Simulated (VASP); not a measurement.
A run of VASP 6.6.1 is set up as follows.

INCAR

```
SYSTEM = K3Pd
PREC = Accurate ; ENCUT = 520
EDIFF = 1E-6 ; ISMEAR = 0
SIGMA = 0.1 ; LREAL = .FALSE.
LASPH = .TRUE. ; NELM = 80
ALGO = Fast ; ISIF = 2
LWAVE = .FALSE. ; LCHARG = .FALSE.
GGA = PE ; NBANDS = 26
```

File KPOINTS:

```
Automatic mesh
0
G
  4 4 4
  0 0 0
```

Contents of POSCAR:

```
K3Pd
1.0
    5.4450130000      0.0000000000      0.0000000000
    0.0000000000      5.4450130000      0.0000000000
    0.0000000000      0.0000000000      5.4450130000
K Pd
3 1
Direct
    0.5000000000      0.5000000000      0.0000000000
    0.5000000000      0.0000000000      0.5000000000
    0.0000000000      0.5000000000      0.5000000000
    0.0000000000      0.0000000000      0.0000000000
```

Potentials or basis: VASP PAW PBE potentials, release 64 (K_sv, Pd).

The run is started by

```console
$ cat potpaw_PBE.64/K_sv/POTCAR potpaw_PBE.64/Pd/POTCAR > POTCAR
$ mpirun -np 1 vasp_std > vasp.out
```

Estimate the band gap on the k mesh.

none (metal or under the smearing width).

Estimate the pressure.

-0.1 GPa.
